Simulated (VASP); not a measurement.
Calculation: optB86b-vdW, VASP's PBE PAW potentials (set 64) (plane waves; VASP 6.6.1).

A VASP calculation is set up with these files.

POSCAR:
```
Ag
2.0032540
  0.0000000000   0.9999997965   0.9999997965
  0.9999997965   0.0000000000   0.9999997965
  0.9999997965   0.9999997965   0.0000000000
Ag
1
Cartesian
  0.0000000000   0.0000000000   0.0000000000
```

File KPOINTS:
```
K-points
0
G
 15 15 15
0 0 0
```

### INCAR
```
! general
SYSTEM    =  Ag
PREC      =  Accurate
ENCUT     =  520   ! plane-wave cut-off (eV)
LREAL     =  .FALSE.   ! projection in real space or not
LASPH     =  .TRUE.   ! aspherical one-centre terms

! electronic loop
EDIFF     =  1E-7
NELM      =  100   ! most electronic steps
ALGO      =  Normal
LMAXMIX   =  4   ! l cut-off of mixed one-centre charges

! smearing
ISMEAR    =  1   ! Methfessel-Paxton
SIGMA     =  0.1   ! width (eV)

! functional
GGA       =  MK
LUSE_VDW  =  .TRUE.
AGGAC     =  0.0
PARAM1    =  0.1234
PARAM2    =  1.0

! ions
ISIF      =  2   ! forces and stress, cell fixed

! output
LWAVE     =  .FALSE.
LCHARG    =  .FALSE.
```

POTCAR, in this order: Ag (PBE.64 set). Program: vasp_std.

The run wrote:

File OSZICAR:
```
       N       E                     dE             d eps       ncg     rms          rms(c)
DAV:   1     0.482706901181E+02    0.48271E+02   -0.58174E+03  2216   0.112E+03
DAV:   2     0.322890064866E+00   -0.47948E+02   -0.45547E+02  2208   0.210E+02
DAV:   3    -0.641539867352E-01   -0.38704E+00   -0.38693E+00  2549   0.233E+01
DAV:   4    -0.649732820511E-01   -0.81930E-03   -0.81928E-03  2418   0.973E-01
DAV:   5    -0.649788425762E-01   -0.55605E-05   -0.55604E-05  2417   0.746E-02    0.618E+00
DAV:   6     0.224474330614E+00    0.28945E+00   -0.12968E+00  2197   0.125E+01    0.376E+00
DAV:   7     0.236533626021E+00    0.12059E-01   -0.16224E-02  2375   0.140E+00    0.205E+00
DAV:   8     0.240577483427E+00    0.40439E-02   -0.77969E-04  2244   0.295E-01    0.907E-02
DAV:   9     0.240567527185E+00   -0.99562E-05   -0.69423E-06  2506   0.249E-02    0.122E-02
DAV:  10     0.240561914734E+00   -0.56125E-05   -0.41549E-06  2364   0.248E-02    0.519E-03
DAV:  11     0.240562162019E+00    0.24729E-06   -0.80026E-08  1888   0.303E-03    0.431E-04
DAV:  12     0.240562195407E+00    0.33388E-07   -0.76905E-09  1148   0.101E-03
   1 F= 0.24056220E+00 E0= 0.24065965E+00  d E =-.292371E-03
```

### OUTCAR
```
------------------------ aborting loop because EDIFF is reached ----------------------------------------
  FORCE on cell =-STRESS in cart. coord.  units (eV):
  Direction    XX          YY          ZZ          XY          YZ          ZX
  --------------------------------------------------------------------------------------
  Total        0.7839928      0.7839928      0.7839928      0.0000000     -0.0000000      0.0000000
  in kB       78.1240750     78.1240750     78.1240750      0.0000000     -0.0000000      0.0000000
  external PRESSURE =      78.1240750 kB  Pullay stress =       0.0000000 kB
  volume of cell :       16.08
      direct lattice vectors                 reciprocal lattice vectors
     0.000000000  2.003253592  2.003253592    -0.249593962  0.249593962  0.249593962
     2.003253592  0.000000000  2.003253592     0.249593962 -0.249593962  0.249593962
     2.003253592  2.003253592  0.000000000     0.249593962  0.249593962 -0.249593962
 POSITION                                       TOTAL-FORCE (eV/Angst)
 -----------------------------------------------------------------------------------
      0.00000      0.00000      0.00000         0.000000      0.000000      0.000000
 -----------------------------------------------------------------------------------
    total drift:                               -0.000000      0.000000      0.000000
  FREE ENERGIE OF THE ION-ELECTRON SYSTEM (eV)
  ---------------------------------------------------
  free  energy   TOTEN  =         0.2405621954 eV

  energy  without entropy=        0.2408545667  energy(sigma->0) =        0.24065965
```
(Selected blocks of OUTCAR.)

The compound is Ag in the fcc structure. This cell is one point of a volume scan, at 0.94 of the reference volume.
